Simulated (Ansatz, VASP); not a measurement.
## One calculation of Be16HN, two programs

```
Be N H
1.0
     4.58000    0.00000    0.00000
     2.29000    3.96640    0.00000
     0.00000    0.00000   18.38265
Be N H
16 1 1
Direct
  0.83333 0.33333 0.05440
  0.33333 0.33333 0.05440
  0.83333 0.83333 0.05440
  0.33333 0.83333 0.05440
  0.00002 0.99992 0.15560
  0.49970 0.00055 0.15537
  0.00060 0.49962 0.15536
  0.49971 0.49961 0.15536
  0.83097 0.33802 0.25331
  0.33337 0.33324 0.26306
  0.83097 0.83083 0.25331
  0.33819 0.83081 0.25331
  0.00006 0.99980 0.34016
  0.50019 0.99959 0.36448
  0.99992 0.49986 0.36451
  0.50020 0.49987 0.36449
  0.66673 0.66646 0.41720
  0.66671 0.66652 0.47233
```

Alike in both runs: functional PBE; k mesh 5 × 5 × 1; occupations gaussian, width 0.15 eV; no spin polarisation.

Ansatz relaxed the structure, and its values are those at the end. VASP's run is a single point on that final structure, the one shown.

|  | VASP | Ansatz |
| --- | --- | --- |
| version | VASP 6.6.1 | Ansatz 0.2.0 |
| potentials or method | VASP PAW PBE potentials, release 64 (Be, N, H) | scalar-relativistic, plane waves, PAW |
| plane-wave cutoff (eV) | 520 | 420 |
| valence electrons in the cell | 38 | 38 |

|  | VASP | Ansatz | Ansatz less VASP |
| --- | --- | --- | --- |
| rms of the force components (eV/Å) | 0.018 | 0.015 | -0.0028 |

The functional is the same, so the differences come from potentials, cutoffs and numerics.
